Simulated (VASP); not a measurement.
Consider the following.

```
CELL_PARAMETERS angstrom
      0.00000     2.65894     2.65894
      2.65894     0.00000     2.65894
      2.65894     2.65894     0.00000
ATOMIC_POSITIONS crystal
  Sr 0.00000 0.00000 0.00000
  O  0.50000 0.50000 0.50000
```

All values below come from RPBE GGA, VASP's PBE PAW potentials (set 64) (plane waves; VASP). Numerical set-up: 520 eV cut-off, 9×9×9 Γ-centred mesh, Gaussian smearing of 0.050 eV, potentials Sr_sv O.

Question: Give the stress tensor in GPa (positive for a compressed cell).

Answer: 
```
-2.03   0.00   0.00
 0.00  -2.03   0.00
 0.00   0.00  -2.03
```
The pressure is its mean diagonal, -2.03 GPa.

The compound is SrO in the rock salt structure. This cell is one point of a volume scan, at 1.03 of the reference volume.
